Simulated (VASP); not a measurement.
Cl2, in a box:

```
CELL_PARAMETERS angstrom
12.00000 0.00000 0.00000
0.00000 12.50000 0.00000
0.00000 0.00000 13.00000
ATOMIC_POSITIONS crystal
Cl 0.45000 0.47000 0.42332
Cl 0.45000 0.47000 0.57668
```

Base run:

```yaml
Program: VASP 6.6.1
Functional: PBE0
Potentials_or_basis: VASP PAW PBE potentials, release 64 (Cl)
Cutoff: 450 eV
k_mesh: 1 × 1 × 1
Occupations: gaussian, width 0.01 eV
Spin: no spin polarisation
```

Its results: gap between the frontier levels 5.55 eV; largest force 0.570 eV/Å.

Problem. The run is repeated on the same cell with these changes: functional from PBE0 to LDA; potentials or basis from VASP PAW PBE potentials, release 64 (Cl) to VASP PAW LDA potentials, release 64 (Cl). What comes out?

Solution. Gap between the frontier levels 2.94 eV; largest force 0.437 eV/Å.

Caveats: the PAW data sets were made with another functional, which shifts forces and pressure a little (some runs).

